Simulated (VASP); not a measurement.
Input:

```
CELL_PARAMETERS angstrom
      0.00000     2.97605     2.97605
      2.97605     0.00000     2.97605
      2.97605     2.97605     0.00000
ATOMIC_POSITIONS crystal
  Li 0.75294 0.74897 0.76145
  Li 0.26495 0.25983 0.23332
  Se 0.98210 0.99120 0.00522
```

The numbers are results of LDA (Ceperley-Alder, Perdew-Zunger), VASP's LDA PAW potentials (set 64) (plane waves; VASP 6.6.1), not measurements. Settings: 200 eV cut-off, 4×4×4 Γ-centred mesh shifted by (0.5, 0.5, 0.5), Fermi-Dirac smearing of 0.20 eV, potentials Li_sv Se.

At this cut-off the stress carries a Pulay error, which pulls relaxed volumes low.  Energy and stress use the plane-wave basis of the starting cell.

The ions, cell shape and volume are relaxed. Predict the relaxed structure.

```
CELL_PARAMETERS angstrom
      0.00008     2.84015     2.84062
      2.83999     0.00010     2.84061
      2.83996     2.84005     0.00023
ATOMIC_POSITIONS crystal
  Li 0.75001 0.74998 0.75010
  Li 0.25007 0.25006 0.24988
  Se 0.99993 0.99996 0.00002
```
Space group Fm-3m (225), at a tolerance of 0.03 Å.

How do energy and volume change from the first to the last step?

The energy (σ→0) changes by -70.6 meV/atom and the volume by -13.1 %, in 12 ionic steps.

| step | E(σ→0) (eV) | max force (eV/Å) | pressure (GPa) | volume (Å³) |
|---|---|---|---|---|
| 1 | -20.1824 | 0.733 | -6.18 | 52.72 |
| 2 | -20.3552 | 0.535 | -1.99 | 47.71 |
| 3 | -20.3792 | 0.390 | 0.62 | 45.38 |
| 4 | -20.3792 | 0.380 | 0.80 | 45.24 |
| 5 | -20.3905 | 0.119 | 0.45 | 45.47 |
| 6 | -20.3922 | 0.065 | 0.27 | 45.61 |
| 7 | -20.3933 | 0.062 | 0.00 | 45.83 |
| 8 | -20.3936 | 0.060 | -0.19 | 45.99 |
| 9 | -20.3942 | 0.029 | -0.09 | 45.91 |
| 10 | -20.3943 | 0.015 | 0.00 | 45.84 |
| 11 | -20.3943 | 0.018 | 0.00 | 45.83 |
| 12 | -20.3944 | 0.004 | 0.01 | 45.82 |

The structure comes from a computed database's Li2Se entry; how it stands against other phases isn't given here. In the starting cell atoms are displaced from their ideal sites. This run relaxes it. The k-mesh is coarse (spacing up to 0.48 per Å, 2π included), so the numbers may not be converged in it. The run is one of a series of settings (EDIFFG = -0.01, ENCUT = 200, GGA removed, IBRION = 2, ISIF = 3, ISMEAR = -1, NSW = 50, SIGMA = 0.2, KPOINTS 4×4×4 Γ-centred mesh shifted by (0.5, 0.5, 0.5), POTCAR Li_sv Se (LDA.64 set) against the base run), some of them coarse on purpose.
